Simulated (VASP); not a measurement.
Consider the following.

```
InSb
1.0
    0.00000     3.38047     3.38047
    3.38047     0.00000     3.38047
    3.38047     3.38047     0.00000
In Sb
1 1
Direct
  0.00000   0.00000   0.00000
  0.25000   0.25000   0.25000
```

The numbers are results of revPBE GGA, VASP's PBE PAW potentials (set 64) (plane waves; VASP 6.6.1), not measurements. Numerical set-up: 520 eV cut-off, 10×10×10 Γ-centred mesh, first-order Methfessel-Paxton smearing of 0.10 eV, potentials In_d Sb.

Unless said otherwise, spin-orbit coupling is left out, though it shifts the bands of the heavy elements here.

Problem. Predict the energy per atom (σ→0), band gap (on the k-mesh) with the smallest direct gap where there is one.

Solution. 
```yaml
band gap (on the k-mesh): none (metal, semimetal or under 0.01 eV)
energy per atom (σ→0): -3.192 eV/atom
```

Total energies compare only between runs with the same potentials, cut-off and functional.

The compound is InSb in the zinc blende structure. This cell is one point of a volume scan, at 1.03 of the reference volume.
